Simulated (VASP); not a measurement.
Set up this calculation in VASP 6.6.1, as the native input.

```
Task                               : single point
Functional                         : HSE06
Potentials or basis                : VASP PAW PBE potentials, release 64 (B, As)
Cutoff                             : 520 eV
k mesh                             : 6 × 6 × 6
Occupations                        : gaussian, width 0.02 eV
Spin                               : no spin polarisation
Grid for exact exchange (PRECFOCK) : Fast
Screening parameter                : 0.2 1/A
Further INCAR settings             : ALGO = Normal; EDIFF = 1e-07
```

Crystal: BAs.

```
CELL_PARAMETERS angstrom
0.00000 2.33664 2.33664
2.33664 0.00000 2.33664
2.33664 2.33664 0.00000
ATOMIC_POSITIONS crystal
B 0.00000 0.00000 0.00000
As 0.25000 0.25000 0.25000
```

The cell isn't the ideal one: a relaxed cell with its volume scaled by 0.94.

These files were run (other wordings do the same):

POSCAR

```
BAs                                     
1.0
    0.0000000000      2.3366395471      2.3366395471
    2.3366395471      0.0000000000      2.3366395471
    2.3366395471      2.3366395471      0.0000000000
  B               As            
     1     1
Direct
     0.0000000000000000    0.0000000000000000    0.0000000000000000
     0.2500000000000000    0.2500000000000000    0.2500000000000000
```

INCAR.step1

```
SYSTEM = BAs
  ALGO = Normal
  EDIFF = 1E-5
  ENCUT = 520
  GGA = PE
  ISIF = 2
  ISMEAR = 0
  KPAR = 4
  LASPH = .TRUE.
  LREAL = .FALSE.
  LWAVE = .TRUE.
  NELM = 60
  PREC = Accurate
  SIGMA = 0.02
```

INCAR.step2

```
SYSTEM = BAs
  ALGO = Normal
  EDIFF = 1E-7
  ENCUT = 520
  GGA = PE
  HFSCREEN = 0.2
  ISIF = 2
  ISMEAR = 0
  ISTART = 1
  KPAR = 4
  LASPH = .TRUE.
  LCHARG = .FALSE.
  LHFCALC = .TRUE.
  LREAL = .FALSE.
  LWAVE = .FALSE.
  NELM = 60
  PREC = Accurate
  PRECFOCK = Fast
  SIGMA = 0.02
```

KPOINTS

```
k-points
0
G
  6 6 6
  0 0 0
```

Potentials or basis: VASP PAW PBE potentials, release 64 (B, As).

The run is started by

```console
$ cat potpaw_PBE.64/B/POTCAR potpaw_PBE.64/As/POTCAR > POTCAR
$ cp INCAR.step1 INCAR
$ mpirun -np 4 vasp_std > vasp.out
$ cp INCAR.step2 INCAR
$ mpirun -np 4 vasp_std > vasp.out
```

Results of the run:

The pressure is 10.3 GPa. The band gap on the k mesh is 1.91 eV, indirect (least direct gap 4.22 eV).

Caveat: the PAW data sets were made with another functional, which shifts forces and pressure a little.

It took 59 s on 4 MPI ranks on AMD EPYC 7R13 Processor (Zen 3), on a shared host, peak memory 0.21 GiB a rank.
